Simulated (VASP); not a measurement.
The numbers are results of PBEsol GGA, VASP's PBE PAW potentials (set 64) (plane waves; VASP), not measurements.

VASP ran on this input.

File KPOINTS:
```
kpoints
0
Gamma
15 15 15
0 0 0
```

**POSCAR**
```
TiC
1
    0.0000000000     2.1475313640     2.1475313640
    2.1475313640     0.0000000000     2.1475313640
    2.1475313640     2.1475313640     0.0000000000
Ti C
1 1
Direct
  0.0000000000   0.0000000000   0.0000000000
  0.5000000000   0.5000000000   0.5000000000
```

**INCAR**
```
# general
SYSTEM   =  TiC
PREC     =  Accurate
ENCUT    =  520   # plane-wave cut-off (eV)
LREAL    =  .FALSE.   # projection in real space or not
LASPH    =  .TRUE.   # aspherical one-centre terms

# electronic loop
EDIFF    =  1E-7   # SCF stop (eV)
NELM     =  100
ALGO     =  Normal   # blocked Davidson
LMAXMIX  =  4   # l cut-off of mixed one-centre charges

# smearing
ISMEAR   =  1   # Methfessel-Paxton
SIGMA    =  0.1   # width (eV)

# functional
GGA      =  PS   # PBEsol

# ions
ISIF     =  2   # forces and stress, cell fixed

# output
LWAVE    =  .FALSE.
LCHARG   =  .FALSE.
```

POTCAR, in this order: Ti_sv C (PBE.64 set). Program: vasp_std.

What VASP printed:

OSZICAR:
```
       N       E                     dE             d eps       ncg     rms          rms(c)
DAV:   1     0.117143777431E+03    0.11714E+03   -0.84191E+03  2884   0.159E+03
DAV:   2    -0.152926443104E+02   -0.13244E+03   -0.12620E+03  2988   0.381E+02
DAV:   3    -0.247075273174E+02   -0.94149E+01   -0.89836E+01  3860   0.958E+01
DAV:   4    -0.251497266986E+02   -0.44220E+00   -0.44144E+00  3672   0.197E+01
DAV:   5    -0.251636384764E+02   -0.13912E-01   -0.13910E-01  3980   0.317E+00    0.194E+01
DAV:   6    -0.203606186816E+02    0.48030E+01   -0.29352E+01  3372   0.702E+01    0.675E+00
DAV:   7    -0.198389213053E+02    0.52170E+00   -0.39943E+00  3300   0.263E+01    0.518E+00
DAV:   8    -0.197997033800E+02    0.39218E-01   -0.19558E-01  3048   0.632E+00    0.221E+00
DAV:   9    -0.198065126025E+02   -0.68092E-02   -0.81379E-02  3324   0.315E+00    0.914E-01
DAV:  10    -0.198020549322E+02    0.44577E-02   -0.17429E-02  3516   0.209E+00    0.395E-01
DAV:  11    -0.198015814647E+02    0.47347E-03   -0.37018E-03  3340   0.831E-01    0.890E-02
DAV:  12    -0.198014823873E+02    0.99077E-04   -0.39347E-04  3092   0.336E-01    0.261E-02
DAV:  13    -0.198014700833E+02    0.12304E-04   -0.31737E-05  4276   0.857E-02    0.511E-03
DAV:  14    -0.198014699988E+02    0.84509E-07   -0.78081E-07  3304   0.105E-02
   1 F= -.19801470E+02 E0= -.19801398E+02  d E =-.216304E-03
```

File OUTCAR:
```
------------------------ aborting loop because EDIFF is reached ----------------------------------------
  FORCE on cell =-STRESS in cart. coord.  units (eV):
  Direction    XX          YY          ZZ          XY          YZ          ZX
  --------------------------------------------------------------------------------------
  Total       -0.0156964     -0.0156964     -0.0156964      0.0000000     -0.0000000      0.0000000
  in kB       -1.2695859     -1.2695859     -1.2695859      0.0000000     -0.0000000      0.0000000
  external PRESSURE =      -1.2695859 kB  Pullay stress =       0.0000000 kB
  volume of cell :       19.81
      direct lattice vectors                 reciprocal lattice vectors
     0.000000000  2.147531364  2.147531364    -0.232825470  0.232825470  0.232825470
     2.147531364  0.000000000  2.147531364     0.232825470 -0.232825470  0.232825470
     2.147531364  2.147531364  0.000000000     0.232825470  0.232825470 -0.232825470
 POSITION                                       TOTAL-FORCE (eV/Angst)
 -----------------------------------------------------------------------------------
      0.00000      0.00000      0.00000        -0.000000      0.000000     -0.000000
      2.14753      2.14753      2.14753         0.000000     -0.000000      0.000000
 -----------------------------------------------------------------------------------
    total drift:                                0.000000     -0.000000     -0.000000
  FREE ENERGIE OF THE ION-ELECTRON SYSTEM (eV)
  ---------------------------------------------------
  free  energy   TOTEN  =       -19.8014699988 eV

  energy  without entropy=      -19.8012536951  energy(sigma->0) =      -19.80139790
```
(Selected blocks of OUTCAR.)

### OUTCAR
```
 val. band max:        9.5775346556   @ k =   0.4667   0.4667   0.0000

 cond. band min:       9.5906560700   @ k =   0.4000   0.3333   0.0000


 Fermi energy:         9.5818297584

 k-point     1 :       0.0000    0.0000    0.0000
  band No.  band energies     occupation
      1     -46.6535      2.00000
      2     -22.7662      2.00000
      3     -22.7662      2.00000
      4     -22.7662      2.00000
      5      -2.8846      2.00000
      6      10.2743     -0.00000
      7      10.2743     -0.00000
      8      10.2743     -0.00000
      9      11.3374     -0.00000
     10      11.3374     -0.00000
     11      11.3374     -0.00000
     12      11.3825     -0.00000

 k-point     2 :       0.0667    0.0000    0.0000
  band No.  band energies     occupation
      1     -46.6499      2.00000
      2     -22.7913      2.00000
      3     -22.7685      2.00000
      4     -22.7685      2.00000
      5      -2.7799      2.00000
      6       9.7771     -0.01857
      7      10.0400     -0.00000
      8      10.0400     -0.00000
      9      10.6372     -0.00000
     10      10.6372     -0.00000
     11      11.6015      0.00000
     12      12.4707      0.00000

 k-point     3 :       0.1333    0.0000    0.0000
  band No.  band energies     occupation
      1     -46.6397      2.00000
      2     -22.8617      2.00000
      3     -22.7750      2.00000
      4     -22.7750      2.00000
      5      -2.4734      2.00000
      6       8.8053      2.00000
      7       9.1984      2.00000
      8       9.1984      2.00000
      9      10.7504     -0.00000
     10      10.7504     -0.00000
     11      11.9581      0.00000
     12      13.6445      0.00000

 k-point     4 :       0.2000    0.0000    0.0000
  band No.  band energies     occupation
      1     -46.6246      2.00000
      2     -22.9641      2.00000
      3     -22.7847      2.00000
      4     -22.7847      2.00000
      5      -1.9872      2.00000
      6       7.6789      2.00000
...
```

The compound is TiC in the rock salt structure. It was relaxed first.
